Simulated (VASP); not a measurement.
VASP runs on MoS₂ (space group R3m) share one base input (PBE GGA, plane waves, VASP's PBE PAW potentials (set 64)) and change the settings named in each case.

File KPOINTS:
```
Automatic mesh
0
Gamma
6 6 6
0 0 0
```

POSCAR:
```
MoS2
1
    1.5612570000     0.9013920000     6.0449540000
   -1.5612570000     0.9013920000     6.0449540000
    0.0000000000    -1.8027840000     6.0449540000
Mo S
1 2
Direct
  0.0000000000   0.0000000000   0.0000000000
  0.7523000000   0.7523000000   0.7523000000
  0.5810000000   0.5810000000   0.5810000000
```

### INCAR
```
SYSTEM = MoS2
PREC = Accurate
ENCUT = 300
EDIFF = 1E-6
NELM = 100
ALGO = Normal
LREAL = .FALSE.
LASPH = .TRUE.
ISMEAR = 0
SIGMA = 0.1
GGA = PE
LMAXMIX = 4
LWAVE = .FALSE.
LCHARG = .FALSE.
ISIF = 2
```

POTCAR, in this order: Mo_sv S (PBE.64 set). Program: vasp_std.

| change | E(σ→0) (eV/atom) | pressure (GPa) | largest force (eV/Å) | gap on the mesh (eV) |
|---|---|---|---|---|
| base run | -7.2407 | 7.81 | 0.431 | 0.88 |
| GGA removed, POTCAR Mo_sv S (LDA.64 set) | -8.1569 | -0.24 | 0.044 | 0.80 |
| GGA_COMPAT = .FALSE., LNONCOLLINEAR = .TRUE., LSORBIT = .TRUE., MAGMOM = 0.0 0.0 0.0 0.0 0.0 0.0 0.0 0.0 0.0, program vasp_ncl | -7.2733 | 7.83 | 0.434 | 0.86 |
| KPOINTS 1×1×1 Γ-centred mesh | -4.1628 | 29.44 | 4.786 | - |
| LDAU = .TRUE., LDAUJ = 0 0, LDAUL = 2 -1, LDAUTYPE = 2, LDAUU = 2.0 0 | -6.4387 | 9.08 | 0.566 | 0.88 |
 Energies of different potentials or functionals have different zeros.  At 300 eV the pressure can carry a Pulay error.

Left out are runs that ran out of time, are held back, or changed the cell or the kind of run, fixed moments of cells without a moment, rows past the twelfth, gaps on odd meshes, pressures of charged cells and columns that move by less than the noise.

The structure was generated: MoS2 was put into an ordered model structure, which need not be its known phase. The cell was not relaxed at this level, forces remain on its atoms, its lattice was scaled by up to 2.5 %.
